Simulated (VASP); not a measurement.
VASP runs on InP (space group F-43m) share one base input (PBE0 hybrid, plane waves, VASP's PBE PAW potentials (set 64)) and change the settings named in each case.

File POSCAR:
```
InP
1
    0.0000000000     2.9115330000     2.9115330000
    2.9115330000     0.0000000000     2.9115330000
    2.9115330000     2.9115330000     0.0000000000
In P
1 1
Direct
  0.0000000000   0.0000000000   0.0000000000
  0.2500000000   0.2500000000   0.2500000000
```

**KPOINTS**
```
kpoints
0
G
7 7 7
0 0 0
```

INCAR:
```
# general
SYSTEM   = InP
PREC     = Accurate
ENCUT    = 300   # plane-wave cut-off (eV)
LREAL    = F   # projection in real space or not
LASPH    = T
ISYM     = 3

# electronic loop
EDIFF    = 1E-6
NELM     = 100   # most electronic steps
ALGO     = Normal
LMAXMIX  = 4   # l cut-off of mixed one-centre charges

# smearing
ISMEAR   = 0
SIGMA    = 0.02   # width (eV)

# functional
GGA      = PE
LHFCALC  = T
AEXX     = 0.25
HFRCUT   = -1
PRECFOCK = Fast

# ions
ISIF     = 2   # forces and stress, cell fixed

# output
LWAVE    = F
LCHARG   = F
```

POTCAR, in this order: In_d P (PBE.64 set). Program: vasp_std.

```
change                                                                         E(σ→0) (eV/atom)  pressure (GPa)
-----------------------------------------------------------------------------  ----------------  --------------
base run                                                                                -5.4330            2.40
AEXX removed, HFRCUT removed, ISYM removed, LHFCALC removed, PRECFOCK removed           -4.1753            4.46
HFRCUT removed, HFSCREEN = 0.2                                                          -4.9998               …
KPOINTS 5×5×5 Γ-centred mesh                                                            -5.4214            2.44
KPOINTS 6×6×6 Γ-centred mesh                                                            -5.4302               …
KPOINTS 8×8×8 Γ-centred mesh                                                            -5.4340            2.40
ENCUT = 240                                                                             -5.4302            1.98
ENCUT = 180                                                                             -5.1886          -31.61
KPOINTS 4×4×4 Γ-centred mesh                                                            -5.3902            2.58
EDIFF = 1E-12                                                                           -5.4330            2.39
```

Complete the blanks.

- KPOINTS 6×6×6 Γ-centred mesh, pressure (GPa): 2.41
- HFRCUT removed, HFSCREEN = 0.2, pressure (GPa): 2.60

Energies of different potentials or functionals have different zeros.  Unless said otherwise, spin-orbit coupling is left out, though it shifts the bands of the heavy elements here.

Left out are runs that ran out of time, are held back, or changed the cell or the kind of run, fixed moments of cells without a moment, rows past the twelfth, gaps on odd meshes, pressures of charged cells and columns that move by less than the noise.

The structure comes from a computed database's InP entry; how it stands against other phases isn't given here. The cell was not relaxed at this level, its lattice was scaled by up to 2.5 %.
